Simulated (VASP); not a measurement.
A convergence study with VASP on Al2Pd (space group Fm-3m): one setting is varied, all else stays as given below, so the limit is that of these other settings. Each run relaxes cell and ions from the cell shown. The basis is that of the starting cell, so low cut-offs carry a Pulay error.

```
CELL_PARAMETERS angstrom
      0.00000     2.94954     2.94954
      2.94954     0.00000     2.94954
      2.94954     2.94954     0.00000
ATOMIC_POSITIONS crystal
  Al 0.25000 0.25000 0.25000
  Al 0.75000 0.75000 0.75000
  Pd 0.00000 0.00000 0.00000
```

These are PBEsol GGA, VASP's PBE PAW potentials (set 64) (plane waves; VASP 6.6.1) values and carry that method's errors. The tightest run used: 700 eV cut-off, 8×8×8 Γ-centred mesh, first-order Methfessel-Paxton smearing of 0.10 eV, potentials Al Pd.

The settings run are ENCUT = 150; ENCUT = 200; ENCUT = 250; ENCUT = 300; ENCUT = 350; ENCUT = 400; ENCUT = 450; ENCUT = 500; ENCUT = 550; ENCUT = 600; ENCUT = 650; ENCUT = 700. From which on does the relaxed volume stay within 0.02 Å³/atom of the tightest run?…

From ENCUT = 400 on: it is off by 0.020 there and by no more than 0.02 in any finer run, while ENCUT = 350 is off by 0.044.
```
setting      relaxed volume (Å³/atom)  E (eV/atom)  plane waves  difference judged (Å³/atom)
-----------  ------------------------  -----------  -----------  ---------------------------
ENCUT = 150                    13.346      -6.2874          222                        3.671
ENCUT = 200                    15.756      -5.3566          343                        1.261
ENCUT = 250                    16.886      -5.3230          477                        0.130
ENCUT = 300                    17.003      -5.3272          620                        0.013
ENCUT = 350                    16.972      -5.3264          778                        0.044
ENCUT = 400                    16.997      -5.3257          950                        0.020
ENCUT = 450                    17.015      -5.3256         1139                        0.001
ENCUT = 500                    17.014      -5.3256         1322                        0.003
ENCUT = 550                    17.010      -5.3256         1524                        0.006
ENCUT = 600                    17.012      -5.3257         1732                        0.005
ENCUT = 650                    17.015      -5.3257         1964                        0.002
ENCUT = 700                    17.017      -5.3257         2180                        0.000
```

Left out are rungs that failed or repeat a setting and relaxations that didn't move; long series are thinned to 24 rows.

The structure comes from a computed database's Al2Pd entry (Fm-3m); how it stands against other phases isn't given here.
